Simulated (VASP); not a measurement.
Energy against volume of ZnSe (zinc blende). Method: r2SCAN+rVV10, VASP's PBE PAW potentials (set 64) (plane waves; VASP 6.6.1). Numerical set-up: 520 eV cut-off, 8×8×8 Γ-centred mesh, Gaussian smearing of 0.050 eV, potentials Zn Se.

```tsv
V (Å³/atom)	E (eV/atom)
21.812	-12.18386
22.486	-12.18844
23.161	-12.18440
23.836	-12.17300
```

### Question
Fit these four points and predict the energy of the run at 21.137 Å³/atom.

### Answer
A cubic in V^(−2/3), the third-order Birch-Murnaghan form, passes through the four points with V0 = 22.49 Å³/atom and B0 = 68 GPa, and gives -12.1692 eV/atom there. The run gave -12.1691 eV/atom, +0.1 meV/atom from the fit; all five points give B0 = 68 GPa.

The compound is ZnSe in the zinc blende structure. It was relaxed first.
